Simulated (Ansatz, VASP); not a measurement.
CsMo3P in VASP and in Ansatz

```
Cs Mo P
1.0
     3.13952    0.00000    0.00000
     0.00000    4.83975    0.00000
     0.00000    0.00000    6.79807
Cs Mo P
1 3 1
Direct
  0.00000 0.50000 0.00000
  0.50000 0.00000 0.00000
  0.00000 0.00000 0.33150
  0.00000 0.00000 0.66850
  0.00000 0.50000 0.50000
```

Alike in both runs: functional PBE; k mesh 6 × 4 × 4; occupations gaussian, width 0.1 eV; no spin polarisation.

Ansatz relaxed the structure, and its values are those at the end. VASP's run is a single point on that final structure, the one shown.

|  | VASP | Ansatz |
| --- | --- | --- |
| version | VASP 6.6.1 | Ansatz 0.2.0 |
| potentials or method | VASP PAW PBE potentials, release 64 (Cs_sv, Mo_sv, P) | scalar-relativistic, plane waves, PAW |
| plane-wave cutoff (eV) | 520 | 420 |
| valence electrons in the cell | 56 | 56 |

VASP gave:

* gap on the k mesh at the Fermi level (eV): none
* pressure (GPa): 0.8
* rms of the force components (eV/Å): 0.015

Problem. Which values does Ansatz return?

Solution. gap on the k mesh at the Fermi level (eV): none; pressure (GPa): -0.1; rms of the force components (eV/Å): 0.014.

A gap of «none» marks a metal or a gap that the smearing closes.

The runs have no spin-orbit coupling, so splittings on Cs are missing.
